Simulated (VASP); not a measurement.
Data:

```
CELL_PARAMETERS angstrom
      1.94310    -3.36555     0.00000
      1.94310     3.36555     0.00000
      0.00000     0.00000     6.26280
ATOMIC_POSITIONS crystal
  Sn 0.00000 0.00000 0.00000
  Se 0.33333 0.66667 0.25000
  Se 0.66667 0.33333 0.75000
```

All values below come from PBE GGA, VASP's PBE PAW potentials (set 64) (plane waves; VASP). Numerical set-up: EDIFF = 1E-3, 400 eV cut-off, 6×6×3 Γ-centred mesh, Gaussian smearing of 0.050 eV, potentials Sn_d Se.

Q: Predict the energy per atom (σ→0), pressure, largest force.

A: 
| Property | Result |
|---|---|
| energy per atom (σ→0) | -3.945 eV/atom |
| pressure | 1.05 GPa |
| largest force | 0.162 eV/Å |

The absolute energy has meaning only against runs of the same code, potentials and settings.

The compound is SnSe2 in the 1T layered structure. The cell was not relaxed at this level. The run is one of a series of settings (EDIFF = 1E-3 against the base run), some of them coarse on purpose.
